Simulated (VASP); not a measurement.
# A vacancy on the Pb site in Pt3Pb, part 4 of 4

How easily does a vacancy on the Pb site form in Pt3Pb? The host is relaxed first, then a supercell is run with and without the defect. The start is a cell from a database of measured crystal structures.

VASP 6.6.1, plane waves and PAW; the level of theory is named at each step.

So far. Step 5 (Reference Pt): The run ended after 3 ionic steps, 0.000 eV below its first step, once forces and stress met EDIFFG = -0.02. Step 5 (Reference Pt): Energy at zero smearing: -6.97077 eV.

## Step 6: The defect cell (continued)

Level of this step: PBEsol; plane waves and PAW (Pb, Pt) (VASP).

From OUTCAR (step 6):

```text
   k-points           NKPTS =      4   k-points in BZ     NKDIM =      4   number of bands    NBANDS=    160

   NELECT =     268.0000    total number of electrons

 E-fermi :   9.3209

 k-point     1 :       0.0000    0.0000    0.0000
  band No.  band energies     occupation
    ...
    130       9.2047      1.82268
    131       9.2235      1.72592
    132       9.2736      1.38875
    133       9.2736      1.38875
    134       9.2736      1.38875
    135       9.6667     -0.03460
    136       9.6667     -0.03460
    137       9.6667     -0.03460
    138       9.6794     -0.02945
    139       9.6866     -0.02674
    ...

  Total      -15.4041516    -15.4041516    -15.4041516      0.0000000      0.0000000     -0.0000000
  in kB      -46.0865606    -46.0865606    -46.0865606      0.0000000      0.0000000     -0.0000000
  external PRESSURE =     -46.0865606 kB  Pullay stress =       0.0000000 kB

 POSITION                                       TOTAL-FORCE (eV/Angst)
 -----------------------------------------------------------------------------------
      0.00000      0.00000      4.06033         0.000000     -0.000000     -0.000000
      0.00000      4.06033      0.00000         0.000000     -0.000000     -0.000000
      0.00000      4.06033      4.06033         0.000000     -0.000000     -0.000000
      4.06033      0.00000      0.00000         0.000000     -0.000000     -0.000000
      4.06033      0.00000      4.06033         0.000000     -0.000000     -0.000000
      4.06033      4.06033      0.00000         0.000000     -0.000000     -0.000000
      4.06033      4.06033      4.06033         0.000000     -0.000000     -0.000000
      1.95536      1.95536      0.00000        -0.005959     -0.005959     -0.000000
      2.01107      2.01107      4.06033         0.012704      0.012704     -0.000000
      1.95536      6.16530      0.00000        -0.005959      0.005959     -0.000000
      2.01107      6.10959      4.06033         0.012704     -0.012704     -0.000000
      6.16530      1.95536      0.00000         0.005959     -0.005959     -0.000000
      6.10959      2.01107      4.06033        -0.012704      0.012704     -0.000000
      6.16530      6.16530      0.00000         0.005959      0.005959     -0.000000
      6.10959      6.10959      4.06033        -0.012704     -0.012704     -0.000000
      1.95536      0.00000      1.95536        -0.005959     -0.000000     -0.005959
      1.95536      0.00000      6.16530        -0.005959     -0.000000      0.005959
      2.01107      4.06033      2.01107         0.012704     -0.000000      0.012704
      2.01107      4.06033      6.10959         0.012704     -0.000000     -0.012704
      6.16530      0.00000      1.95536         0.005959     -0.000000     -0.005959
      6.16530      0.00000      6.16530         0.005959     -0.000000      0.005959
      6.10959      4.06033      2.01107        -0.012704     -0.000000      0.012704
      6.10959      4.06033      6.10959        -0.012704     -0.000000     -0.012704
      0.00000      1.95536      1.95536         0.000000     -0.005959     -0.005959
[...]
-----------------------------------------------------------------------------------
    total drift:                                0.000000      0.000000     -0.000000

  FREE ENERGIE OF THE ION-ELECTRON SYSTEM (eV)
  ---------------------------------------------------
  free  energy   TOTEN  =      -196.8091160099 eV

  energy  without entropy=     -196.7703525346  energy(sigma->0) =     -196.79619485

[... 7 parts as in an earlier step ...]

[... 8 further parts left out ...]
```

Relaxation path:

```csv
step,energy less that of the first step (eV),largest force (eV/Å)
1,0.0000,0.6550
2,-0.1739,0.5017
3,-0.4273,0.1727
4,-0.4438,0.0866
5,-0.4492,0.0180
```

The atoms that moved most (Å):

```csv
atom,dx,dy,dz,length
Pt8,-0.075,-0.075,0.000,0.106
Pt16,-0.075,0.000,-0.075,0.106
Pt12,0.075,-0.075,0.000,0.106
Pt10,-0.075,0.075,0.000,0.106
Pt14,0.075,0.075,0.000,0.106
Pt24,0.000,-0.075,-0.075,0.106
Pt20,0.075,0.000,-0.075,0.106
Pt17,-0.075,0.000,0.075,0.106
```

The relaxed structure:

```
Pb Pt
1.0
     8.12066    0.00000    0.00000
     0.00000    8.12066    0.00000
     0.00000    0.00000    8.12066
Pb Pt
7 24
Direct
  0.00000 0.00000 0.50000
  0.00000 0.50000 0.00000
  0.00000 0.50000 0.50000
  0.50000 0.00000 0.00000
  0.50000 0.00000 0.50000
  0.50000 0.50000 0.00000
  0.50000 0.50000 0.50000
  0.24079 0.24079 0.00000
  0.24765 0.24765 0.50000
  0.24079 0.75921 0.00000
  0.24765 0.75235 0.50000
  0.75921 0.24079 0.00000
  0.75235 0.24765 0.50000
  0.75921 0.75921 0.00000
  0.75235 0.75235 0.50000
  0.24079 0.00000 0.24079
  0.24079 0.00000 0.75921
  0.24765 0.50000 0.24765
  0.24765 0.50000 0.75235
  0.75921 0.00000 0.24079
  0.75921 0.00000 0.75921
  0.75235 0.50000 0.24765
  0.75235 0.50000 0.75235
  0.00000 0.24079 0.24079
  0.00000 0.24079 0.75921
  0.00000 0.75921 0.24079
  0.00000 0.75921 0.75921
  0.50000 0.24765 0.24765
  0.50000 0.24765 0.75235
  0.50000 0.75235 0.24765
  0.50000 0.75235 0.75235
```

Numbers from this step:

```yaml
electronic_cycles: 51
electrons: 268
free_energy_toten: -196.8091 eV
energy_at_zero_smearing: -196.7962 eV
fermi_energy: 9.321 eV
```

Valence density in the ac plane at fractional y = 0.000, through the centre, with atoms of Pb and Pt within 0.45 Å of it. It is the smooth field of the valence electrons, not physical close to the nuclei.

Ten even steps from '0' (0.0 e/Å³) to '9' (3.5 e/Å³), each cell a mean:
```
00000000000000000000000
00000000000000000000000
00001221000000011211000
00014553100000024552100
00136885200000136885100
00136995200000137985200
00025764100000125764100
00012332100000012332100
00001110000000001110000
00000000000000000000000
00000000000000000000000
00000000000000000000000
00000000000000000000000
00000000000000000000000
00011221000000011221000
00024553100000024553100
00136885200000136985200
00137985200000137985200
00025764100000125664100
00012332100000012331000
00000110000000000110000
00000000000000000000000
00000000000000000000000
```
Columns run along a (8.1 Å), rows up along c (8.1 Å). Atoms in or near the plane, at fractional coordinates: Pb at (0.00, 0.50), Pb at (0.50, 0.00), Pb at (0.50, 0.50), Pt at (0.24, 0.24), Pt at (0.24, 0.76), Pt at (0.76, 0.24), Pt at (0.76, 0.76).

The run ended after 5 ionic steps, 0.449 eV below its first step, once the forces on the free atoms met EDIFFG = -0.03.

The 12 first neighbours (Pt) lie 2.87 Å from the site in the perfect crystal and 2.77 Å on average after the relaxation (-3.7 %).

## Step 7: Formation energies

This step: point defect, PBEsol; plane waves and PAW (VASP 6.6.1).

This step runs nothing: it gathers the runs above.

Numbers from this step:

```yaml
formation_energy_of_the_neutral_defect: 1.577 eV
host_formation_enthalpy: -0.09112 eV/atom
```

Formation energy:

```csv
formation energy (eV),largest move (Å)
1.577,0.1058
```

The formation energy is the energy of the relaxed defect cell less that of the perfect cell, with each removed atom booked to its reference and each added atom taken from it.

References, in eV an atom: Pb -4.023 (crystal Fm-3m) and Pt -6.971 (crystal Fm-3m). They were run at the supercell's cutoff and functional, without U, and count both elements from their own phases.

## Step 8: Results

```json
{
 "formation energy at charge 0": "1.577 eV",
 "host formation enthalpy": "-0.0911 eV/atom"
}
```

What this shows: A vacancy on the Pb site costs 1.58 eV, with every exchanged atom at the energy of its element. The 12 first neighbours (Pt) lie 2.87 Å from the site in the perfect crystal and 2.77 Å on average after the relaxation (-3.7 %). With metallic smearing the value can move by tenths of an eV with the k mesh. The supercell of 32 atoms is small, so interactions between images remain.

[Lines on the potential files, build, host, timing and source positions are cut from VASP's logs without a mark.]

[Logs are printed without paths, hosts, clocks, repeated set-up lines and the standing remarks that a program may print on its own settings, such as how far it seeks lower states.]

[Hosts, paths, dates, database ids (printed as entryN), source tags and the programs' standing remarks are cut or masked in the printed files.]

[In band tables of VASP the shares of atoms and orbitals are scaled to a sum of 1 inside the atoms' spheres.]

[Runs that stopped without an error message from VASP are left out.]
